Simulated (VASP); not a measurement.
Computed with revPBE GGA, VASP's PBE PAW potentials (set 64) (plane waves; VASP).

VASP ran on this input.

INCAR:
```
# general
SYSTEM  = Tb
PREC    = Accurate
ENCUT   = 520
LREAL   = .FALSE.
LASPH   = .TRUE.

# electronic loop
EDIFF   = 1E-6
NELM    = 100
ALGO    = Normal
LMAXMIX = 6

# smearing
ISMEAR  = 1
SIGMA   = 0.1

# functional
GGA     = RE

# ions
IBRION  = 2
NSW     = 60
ISIF    = 3
EDIFFG  = -0.01

# output
LWAVE   = .FALSE.
LCHARG  = .FALSE.
```

### POSCAR
```
Tb
1
    1.8000000000    -3.1176910000     0.0000000000
    1.8000000000     3.1176910000     0.0000000000
    0.0000000000     0.0000000000     5.6900000000
Tb
2
Direct
  0.3333330000   0.6666670000   0.2500000000
  0.6666670000   0.3333330000   0.7500000000
```

KPOINTS:
```
Automatic mesh
0
Gamma
11 11 6
0 0 0
```

POTCAR, in this order: Tb_3 (PBE.64 set). Program: vasp_std.

Output of the run:

File OSZICAR:
```
       N       E                     dE             d eps       ncg     rms          rms(c)
DAV:   1     0.426402501840E+02    0.42640E+02   -0.89306E+03  1664   0.123E+03
DAV:   2    -0.632784914963E+01   -0.48968E+02   -0.47947E+02  1794   0.258E+02
DAV:   3    -0.846837928652E+01   -0.21405E+01   -0.19661E+01  2284   0.312E+01
DAV:   4    -0.851667104556E+01   -0.48292E-01   -0.47356E-01  1900   0.464E+00
DAV:   5    -0.851790698774E+01   -0.12359E-02   -0.12352E-02  2357   0.609E-01    0.238E+01
DAV:   6    -0.852322915784E+01   -0.53222E-02   -0.21365E-02  1991   0.128E+00    0.142E+01
DAV:   7    -0.853447945854E+01   -0.11250E-01   -0.39888E-02  1924   0.176E+00    0.222E-01
DAV:   8    -0.853424957310E+01    0.22989E-03   -0.20700E-03  1919   0.371E-01    0.632E-02
DAV:   9    -0.853426383604E+01   -0.14263E-04   -0.22262E-04  2039   0.118E-01    0.341E-02
DAV:  10    -0.853425634864E+01    0.74874E-05   -0.34987E-05  1889   0.437E-02    0.430E-02
DAV:  11    -0.853425814925E+01   -0.18006E-05   -0.51096E-06  1864   0.177E-02    0.118E-03
DAV:  12    -0.853425838247E+01   -0.23322E-06   -0.25748E-07  1052   0.468E-03
   1 F= -.85342584E+01 E0= -.85344588E+01  d E =-.853426E+01
       N       E                     dE             d eps       ncg     rms          rms(c)
DAV:   1    -0.873618323000E+01   -0.20193E+00   -0.38579E+00  1664   0.157E+01    0.234E+00
DAV:   2    -0.860718810482E+01    0.12900E+00   -0.25698E-01  1689   0.432E+00    0.109E+00
DAV:   3    -0.855403229616E+01    0.53156E-01   -0.12504E-01  1859   0.266E+00    0.356E-01
DAV:   4    -0.855295540662E+01    0.10769E-02   -0.93789E-03  2030   0.825E-01    0.242E-01
DAV:   5    -0.855296232483E+01   -0.69182E-05   -0.79727E-04  1859   0.200E-01    0.346E-02
DAV:   6    -0.855295665549E+01    0.56693E-05   -0.57885E-05  2251   0.551E-02    0.204E-02
DAV:   7    -0.855295801212E+01   -0.13566E-05   -0.54559E-06  1969   0.219E-02    0.700E-03
DAV:   8    -0.855295741057E+01    0.60156E-06   -0.15339E-07   932   0.364E-03
   2 F= -.85529574E+01 E0= -.85535936E+01  d E =-.186990E-01
       N       E                     dE             d eps       ncg     rms          rms(c)
DAV:   1    -0.855435376501E+01   -0.13958E-02   -0.26220E-02  1664   0.128E+00    0.189E-01
DAV:   2    -0.855346745718E+01    0.88631E-03   -0.17338E-03  1679   0.356E-01    0.899E-02
DAV:   3    -0.855309737849E+01    0.37008E-03   -0.94004E-04  1864   0.234E-01    0.310E-02
DAV:   4    -0.855309646119E+01    0.91730E-06   -0.54282E-05  2039   0.636E-02    0.221E-02
DAV:   5    -0.855310039201E+01   -0.39308E-05   -0.57869E-06  1659   0.170E-02    0.279E-03
DAV:   6    -0.855310042339E+01   -0.31388E-07   -0.32439E-07   862   0.459E-03
   3 F= -.85531004E+01 E0= -.85536746E+01  d E =-.188420E-01
       N       E                     dE             d eps       ncg     rms          rms(c)
DAV:   1    -0.855726088607E+01   -0.41605E-02   -0.15324E-01  1664   0.289E+00    0.242E-01
DAV:   2    -0.855540122067E+01    0.18597E-02   -0.24812E-03  1969   0.430E-01    0.162E-01
DAV:   3    -0.855453227800E+01    0.86894E-03   -0.10967E-03  2058   0.267E-01    0.817E-02
DAV:   4    -0.855453653808E+01   -0.42601E-05   -0.19031E-04  2131   0.102E-01    0.406E-02
DAV:   5    -0.855453762593E+01   -0.10878E-05   -0.42111E-06  1775   0.162E-02    0.113E-02
DAV:   6    -0.855453777703E+01   -0.15110E-06   -0.62242E-07   942   0.668E-03
   4 F= -.85545378E+01 E0= -.85553732E+01  d E =-.143735E-02
       N       E                     dE             d eps       ncg     rms          rms(c)
DAV:   1    -0.855889548609E+01   -0.43579E-02   -0.20730E-01  1664   0.336E+00    0.281E-01
DAV:   2    -0.855642606009E+01    0.24694E-02   -0.33262E-03  1974   0.498E-01    0.178E-01
DAV:   3    -0.855525459583E+01    0.11715E-02   -0.14905E-03  2058   0.312E-01    0.834E-02
DAV:   4    -0.855526070824E+01   -0.61124E-05   -0.25919E-04  2128   0.119E-01    0.440E-02
DAV:   5    -0.855526218886E+01   -0.14806E-05   -0.57985E-06  1868   0.188E-02    0.133E-02
DAV:   6    -0.855526240758E+01   -0.21872E-06   -0.75302E-07   993   0.741E-03
   5 F= -.85552624E+01 E0= -.85564658E+01  d E =-.216198E-02
       N       E                     dE             d eps       ncg     rms          rms(c)
DAV:   1    -0.855532234115E+01   -0.60152E-04   -0.29403E-03  1664   0.401E-01    0.336E-02
DAV:   2    -0.855528739193E+01    0.34949E-04   -0.47192E-05  2014   0.589E-02    0.205E-02
DAV:   3    -0.855527124323E+01    0.16149E-04   -0.21298E-05  2053   0.368E-02    0.931E-03
DAV:   4    -0.855527136608E+01   -0.12285E-06   -0.35131E-06  1400   0.139E-02
   6 F= -.85552714E+01 E0= -.85565188E+01  d E =-.217094E-02
```

### OUTCAR
```
------------------------ aborting loop because EDIFF is reached ----------------------------------------
  FORCE on cell =-STRESS in cart. coord.  units (eV):
  Direction    XX          YY          ZZ          XY          YZ          ZX
  --------------------------------------------------------------------------------------
  Total       -0.0118102     -0.0118102     -0.0130410      0.0000000      0.0000000     -0.0000000
  in kB       -0.2819302     -0.2819301     -0.3113094      0.0000000      0.0000000     -0.0000000
  external PRESSURE =      -0.2917232 kB  Pullay stress =       0.0000000 kB
  volume of cell :       67.12
      direct lattice vectors                 reciprocal lattice vectors
     1.845348399 -3.196236697  0.000000000     0.270951545 -0.156433971  0.000000000
     1.845348399  3.196236697  0.000000000     0.270951545  0.156433971  0.000000000
    -0.000000000  0.000000000  5.689584287    -0.000000000  0.000000000  0.175759765
 POSITION                                       TOTAL-FORCE (eV/Angst)
 -----------------------------------------------------------------------------------
      1.84535      1.06541      1.42240         0.000000     -0.000000     -0.000000
      1.84535     -1.06541      4.26719        -0.000000      0.000000      0.000000
 -----------------------------------------------------------------------------------
    total drift:                                0.000005      0.000114     -0.000011
  FREE ENERGIE OF THE ION-ELECTRON SYSTEM (eV)
  ---------------------------------------------------
  free  energy   TOTEN  =        -8.5552713661 eV

  energy  without entropy=       -8.5590137583  energy(sigma->0) =       -8.55651883

 reached required accuracy - stopping structural energy minimisation
```
(Selected blocks of OUTCAR.)

CONTCAR:
```
Tb
   1.00000000000000
     1.8453483993289777   -3.1962366971338385    0.0000000000000000
     1.8453483993289777    3.1962366971338385    0.0000000000000000
    -0.0000000000000000    0.0000000000000000    5.6895842871733846
  Tb
     2
Direct
     0.3333330000000032    0.6666669999999968    0.2500000000000000
     0.6666669999999968    0.3333330000000032    0.7500000000000000
```

The 4f electrons are frozen in the core of the lanthanide potential, so 4f levels, which can set the real gap, and their magnetism are missing. Energy and stress use the plane-wave basis of the starting cell.

The compound is Tb in the hcp structure. This run relaxes it. Symmetry was kept, so distortions that lower it aren't found.
